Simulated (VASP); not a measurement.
```
ZnS
1.0
    3.94214     0.00000     0.00000
   -1.97107     3.41399     0.00000
    0.00000     0.00000     5.85651
Zn S
2 2
Direct
  0.33333   0.66667   0.25000
  0.66667   0.33333   0.75000
  0.33333   0.66667   0.75000
  0.66667   0.33333   0.25000
```

Method: r2SCAN meta-GGA, VASP's PBE PAW potentials (set 64) (plane waves; VASP). Settings: 400 eV cut-off, 7×7×4 Γ-centred mesh, tetrahedra with Blöchl corrections, potentials Zn S.

Task: Tabulate the total density of states (states/eV per cell) against energy (eV; zero at the valence-band maximum or, without a gap, the Fermi level).

Result: 
(E (eV), DOS (states/eV)): (-9.94, 0.00); (-9.58, 0.00); (-9.10, 0.00); (-8.74, 0.00); (-8.38, 0.00); (-8.02, 0.00); (-7.54, 0.00); (-7.18, 0.00); (-6.82, 18.4); (-6.34, 21.9); (-5.98, 9.45); (-5.62, 0.00); (-5.26, 0.00); (-4.78, 3.29); (-4.42, 2.41); (-4.06, 1.99); (-3.58, 1.50); (-3.22, 1.53); (-2.86, 3.05); (-2.50, 2.90); (-2.02, 2.61); (-1.66, 2.50); (-1.30, 2.19); (-0.94, 2.85); (-0.46, 1.85); (-0.10, 0.20); (0.26, 0.00); (0.74, 0.00); (1.10, 0.00); (1.46, 0.00); (1.82, 0.00); (2.30, 0.03); (2.66, 0.09); (3.02, 0.24); (3.50, 1.07); (3.86, 1.46); (4.22, 2.19); (4.58, 2.62); (5.06, 1.41); (5.42, 1.01)
Within 2 eV below the valence-band maximum the largest weight inside VASP's projection spheres is S p, then Zn d.

The structure was generated: ZnS was put into the h-BN type (P6_3/mmc), which need not be its known phase. It was relaxed first, which changed the volume by -35 %.
